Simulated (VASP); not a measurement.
A convergence study with VASP on WS2 (atoms displaced from the space group 194 structure): a few settings are varied, all else stays as given below, so the limit is that of these other settings. The cell's lengths are 1 % over those of the tabulated start and one atom is moved, so it is off equilibrium.

```xyz
6
Lattice="1.5908 -2.7553 0.0000 1.5908 2.7553 0.0000 0.0000 0.0000 12.4432" Properties=species:S:1:pos:R:3 pbc="T T T"
W      1.5908     0.9184     3.1108
W      1.5908    -0.9184     9.3324
S      1.5908     0.9184    10.9251
S      1.5908    -0.9184     4.7035
S      1.5908    -0.9184     1.5181
S      1.6514     0.9184     7.7397
```

The numbers are results of PBE GGA, VASP's PBE PAW potentials (set 64) (plane waves; VASP), not measurements. The last row used: 900 eV cut-off, 7×7×2 Γ-centred mesh, Gaussian smearing of 0.050 eV, potentials W_sv S_h.

Energies of different potentials or hybrids have different zeros.

| setting | E (eV/atom) | pressure (GPa) | largest force (eV/Å) | plane waves |
|---|---|---|---|---|
| ENCUT = 520, POTCAR W_sv S | -7.8726 | -0.80 | 0.731 | 2972 |
| ENCUT = 700, POTCAR W_sv S | -7.8730 | -0.74 | 0.732 | 4606 |
| ENCUT = 900, POTCAR W_sv S | -7.8730 | -0.75 | 0.733 | 6739 |
| ENCUT = 300, POTCAR W S | -7.8816 | -2.03 | 0.774 | 1320 |
| ENCUT = 400, POTCAR W S | -7.8873 | -1.51 | 0.778 | 2004 |
| ENCUT = 520, POTCAR W S | -7.8879 | -1.52 | 0.778 | 2972 |
| ENCUT = 700, POTCAR W S | -7.8884 | -1.46 | 0.779 | 4606 |
| ENCUT = 900, POTCAR W S | -7.8884 | -1.46 | 0.780 | 6739 |
| ENCUT = 300, POTCAR W_sv S_h | -7.8524 | -1.20 | 0.692 | 1320 |
| ENCUT = 400, POTCAR W_sv S_h | -7.8621 | -0.91 | 0.713 | 2004 |
| ENCUT = 520, POTCAR W_sv S_h | -7.8656 | -0.71 | 0.720 | 2972 |
| ENCUT = 700, POTCAR W_sv S_h | -7.8665 | -0.57 | 0.721 | 4606 |
| ENCUT = 900, POTCAR W_sv S_h | -7.8664 | -0.59 | 0.720 | 6739 |

Left out are rungs that failed or repeat a setting and relaxations that didn't move; long series are thinned to 24 rows.

The compound is WS2 in the 2H layered structure. The cell was not relaxed at this level, it is distorted from the ideal structure.
